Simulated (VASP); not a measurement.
Shape and ions are relaxed at each volume.

Given:

```
CSi
1.0
    1.54089    -2.66891     0.00000
    1.54089     2.66891     0.00000
    0.00000     0.00000     5.05871
Si C
2 2
Direct
  0.66667   0.33333   0.49963
  0.33333   0.66667   0.99963
  0.66667   0.33333   0.87537
  0.33333   0.66667   0.37537
```

These are TPSS meta-GGA, VASP's PBE PAW potentials (set 64) (plane waves; VASP) values and carry that method's errors. Numerical set-up: 520 eV cut-off, 8×8×5 Γ-centred mesh, Gaussian smearing of 0.050 eV, potentials Si C.

### Question
Give the energy at these volumes per atom, relative to the lowest: 9.77, 10.09, 10.40, 10.71, 11.02 Å³.

### Answer
28.6, 6.9, 0.0, 5.9, 22.9 meV/atom. A third-order Birch-Murnaghan fit gives B0 = 218 GPa and B0′ = 3.9.

The compound is SiC in the wurtzite structure, the rare 2H polytype. It was relaxed first.
